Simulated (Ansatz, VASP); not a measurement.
# Cross-check of Ru (Ruthenium) between VASP and Ansatz, part 2 of 2

Wanted: the spread between two codes on one cell, functional and k mesh. The cell is taken from a series of runs on this material, whose earlier steps may have relaxed, scaled, displaced or heated it; both programs get it as it stands.

VASP 6.6.1 and Ansatz 0.2.0.

So far: Starting point; Ansatz: zone-centre phonons, PBEsol; VASP: zone-centre phonons, PBEsol.

## 3. VASP: zone-centre phonons, PBEsol (continued)

Level of this step: PBEsol; plane waves and PAW (Ru_pv) (VASP).

Numbers of over 12 decimals in the logs are rounded to 6 here.

From OUTCAR (step 3):

```text
ion  position               nearest neighbor table
   1  0.333  0.667  0.250-   2 2.56   2 2.56   2 2.56   2 2.56   2 2.56   2 2.56
   2  0.667  0.333  0.750-   1 2.56   1 2.56   1 2.56   1 2.56   1 2.56   1 2.56

  LATTYP: Found a hexagonal cell.
 ALAT       =     2.6138663968
 C/A-ratio  =     1.5846025789

 Subroutine GETGRP returns: Found 24 space group operations
 (whereof 12 operations were pure point group operations)

The static configuration has the point symmetry D_3d.
 The point group associated with its full space group is D_6h.

 Found    259 irreducible k-points:

   k-points           NKPTS =    259   k-points in BZ     NKDIM =    259   number of bands    NBANDS=     20

   dimension x,y,z NGX =    20 NGY =   20 NGZ =   30
   dimension x,y,z NGXF=    40 NGYF=   40 NGZF=   60

   ENCUT  =  500.0 eV  36.75 Ry    6.06 a.u.   4.77  4.77  7.55*2*pi/ulx,y,z

   NELECT =      28.0000    total number of electrons

 k-points in reciprocal lattice and weights: Automatic mesh
   0.00000000  0.00000000  0.00000000       0.000
   0.05555556 -0.00000000  0.00000000       0.002
   0.11111111 -0.00000000  0.00000000       0.002
   0.16666667 -0.00000000  0.00000000       0.002
   0.22222222 -0.00000000  0.00000000       0.002
   0.27777778 -0.00000000  0.00000000       0.002
   0.33333333 -0.00000000  0.00000000       0.002
   0.38888889  0.00000000  0.00000000       0.002
   0.44444444 -0.00000000  0.00000000       0.002
[...]
0.33333333  0.27777778  0.50000000       0.003
   0.33333333  0.33333333  0.50000000       0.001

 average (electrostatic) potential at core
       1 -65.2713       2 -65.2713

  Total        5.4174084      5.4174084      5.4190327      0.0000000     -0.0000000      0.0000000
  in kB      354.1612270    354.1612270    354.2674126      0.0000000     -0.0000000      0.0000000
  external PRESSURE =     354.1966222 kB  Pullay stress =       0.0000000 kB

  energy-cutoff  :      500.00
  volume of cell :       24.51
      direct lattice vectors                 reciprocal lattice vectors
     2.613866397  0.000000000  0.000000000     0.382575024  0.220879793  0.000000000
    -1.306933198  2.263674702  0.000000000     0.000000000  0.441759586  0.000000000
     0.000000000  0.000000000  4.141939433     0.000000000  0.000000000  0.241432792

 POSITION                                       TOTAL-FORCE (eV/Angst)
 -----------------------------------------------------------------------------------
      0.00000      1.50912      1.03548        -0.000000      0.000000      0.000000
      1.30693      0.75456      3.10645         0.000000      0.000000      0.000000
 -----------------------------------------------------------------------------------
    total drift:                               -0.000000     -0.000000      0.000000

 Eigenvectors and eigenvalues of the dynamical matrix
 ----------------------------------------------------

   1 f  =    9.998737 THz    62.823916 2PiTHz  333.521958 cm-1    41.351434 meV
             X         Y         Z           dx          dy          dz
      0.000000  1.509116  1.035485     0.000000    0.000000    0.707107
      1.306933  0.754558  3.106455    -0.000000    0.000000   -0.707107

   2 f  =    7.002408 THz    43.997430 2PiTHz  233.575204 cm-1    28.959621 meV
             X         Y         Z           dx          dy          dz
      0.000000  1.509116  1.035485     0.707107    0.000003   -0.000000
      1.306933  0.754558  3.106455    -0.707107   -0.000003    0.000000

   3 f  =    7.002408 THz    43.997430 2PiTHz  233.575204 cm-1    28.959621 meV
             X         Y         Z           dx          dy          dz
      0.000000  1.509116  1.035485     0.000003   -0.707107    0.000000
      1.306933  0.754558  3.106455    -0.000003    0.707107    0.000000

   4 f  =    0.000000 THz     0.000000 2PiTHz    0.000002 cm-1     0.000000 meV
             X         Y         Z           dx          dy          dz
      0.000000  1.509116  1.035485    -0.204747   -0.676815    0.000000
      1.306933  0.754558  3.106455    -0.204747   -0.676815    0.000000

   5 f  =    0.000000 THz     0.000000 2PiTHz    0.000001 cm-1     0.000000 meV
             X         Y         Z           dx          dy          dz
      0.000000  1.509116  1.035485     0.676815   -0.204747    0.000000
      1.306933  0.754558  3.106455     0.676815   -0.204747    0.000000

   6 f  =    0.000000 THz     0.000000 2PiTHz    0.000000 cm-1     0.000000 meV
             X         Y         Z           dx          dy          dz
      0.000000  1.509116  1.035485     0.000000    0.000000    0.707107
      1.306933  0.754558  3.106455    -0.000000    0.000000    0.707107

 ELASTIC MODULI CONTR FROM IONIC RELAXATION (kBar)
 Direction    XX          YY          ZZ          XY          YZ          ZX
 --------------------------------------------------------------------------------
 XX        -139.7400    139.7400      0.0000     -0.0000      0.0000      0.0000
 YY         139.7400   -139.7400     -0.0000      0.0000     -0.0000      0.0000
 ZZ           0.0000     -0.0000     -0.0000      0.0000     -0.0000      0.0000
 XY          -0.0000      0.0000      0.0000   -139.7400      0.0000      0.0000
 YZ           0.0000     -0.0000     -0.0000      0.0000     -0.0000      0.0000
 ZX           0.0000      0.0000      0.0000      0.0000      0.0000      0.0000
 --------------------------------------------------------------------------------
```

## 4. Comparison

Known differences besides the potentials themselves: the data sets hold 32 valence electrons in Ansatz (on its PAW soft_1 files) and 28 in VASP; the cutoff is 420 eV in Ansatz and 500 eV in VASP; Ansatz makes its cores anew for this functional, VASP keeps those of its PBE data sets. Total energies have different zeros and are not compared.

Compared:

```tsv
quantity	Ansatz	VASP	difference
optical mode 1 to 2 (cm⁻¹)	233.5	233.6	-0.05 %
optical mode 3 (cm⁻¹)	331.9	333.5	-0.49 %
```

Modes are paired by rising frequency, not by their patterns, so a pair may set unlike modes beside each other; they are those without the splitting of longitudinal modes.

## 5. Results

```json
{
  "r.m.s. difference of the optical zone-centre modes, each program's sorted by frequency (zone-centre phonons, PBEsol)": "0.94 cm⁻¹"
}
```

What this shows: The r.m.s. difference of the optical zone-centre modes, each program's sorted by frequency is 0.94 cm⁻¹ (zone-centre phonons, PBEsol). The data sets hold unlike numbers of valence electrons (32 in Ansatz and 28 in VASP), so part of the differences comes from the potentials. Such differences can come from data sets, numerical settings and the points named under the comparisons, not from the functional's error against experiment.

[Lines on the potential files, build, host, timing and source positions are cut from VASP's logs without a mark.]

[Logs are printed without paths, hosts, clocks, repeated set-up lines and the standing remarks that a program may print on its own settings, such as how far it seeks lower states.]

[Hosts, paths, dates, database ids (printed as entryN), source tags and the programs' standing remarks are cut or masked in the printed files.]
